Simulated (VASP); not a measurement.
Given:

```xyz
4
Lattice="3.9217 0.0000 0.0000 0.0000 3.9217 0.0000 0.0000 0.0000 4.9434" Properties=species:S:1:pos:R:3 pbc="T T T"
Sn     1.9609     0.0000     3.7567
Sn     0.0000     1.9609     1.1867
O      1.9609     1.9609     0.0000
O      3.9217     0.0000     0.0000
```

Computed with PBE GGA with D3 dispersion (zero damping), VASP's PBE PAW potentials (set 64) (plane waves; VASP). Numerical set-up: 520 eV cut-off, 6×6×5 Γ-centred mesh, Gaussian smearing of 0.050 eV, potentials Sn_d O.

Task: The ions and cell shape at fixed volume are relaxed. Give the cell that the relaxation ends in.

Result: 
```xyz
4
Lattice="3.8737 0.0000 0.0000 0.0000 3.8737 0.0000 0.0000 0.0000 5.0667" Properties=species:S:1:pos:R:3 pbc="T T T"
Sn     1.9369     0.0000     3.9046
Sn     0.0000     1.9369     1.1621
O      1.9369     1.9369     0.0000
O      0.0000     0.0000     0.0000
```
Space group P4/nmm (129), at a tolerance of 0.03 Å.

Task: How much energy does the relaxation gain?

Result: The energy (σ→0) changes by -10.9 meV/atom, in 7 ionic steps.

The compound is SnO in the litharge structure. This cell is one point of a volume scan, at 1.06 of the reference volume. Symmetry was kept, so distortions that lower it aren't found.
